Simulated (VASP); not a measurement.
Data:

```yaml
crystal:
  lattice:
    - [3.66525, 0.00000, 0.00000]
    - [0.00000, 3.66525, 0.00000]
    - [0.00000, 0.00000, 3.66525]
  atoms:
    - { symbol: Mg, position: [0.00000, 0.00000, 0.00000] }
    - { symbol: Te, position: [0.50000, 0.50000, 0.50000] }
```

Level of theory: PBEsol GGA, VASP's PBE PAW potentials (set 64) (plane waves; VASP). Run with 400 eV cut-off, 11×11×11 Γ-centred mesh, tetrahedra with Blöchl corrections, potentials Mg Te.

Unless said otherwise, spin-orbit coupling is left out, though it shifts the bands of the heavy elements here.

Question: What does the run give for the energy per atom (σ→0), band gap (on the k-mesh) with the smallest direct gap where there is one?

Answer: 
```
Quantity                                                     Value
------------------------  ----------------------------------------
band gap (on the k-mesh)  none (metal, semimetal or under 0.01 eV)
energy per atom (σ→0)                               -3.004 eV/atom
```

Total energies compare only between runs with the same potentials, cut-off and functional.

The structure was generated: MgTe was put into the CsCl type type (Pm-3m), which need not be its known phase. It was relaxed first.
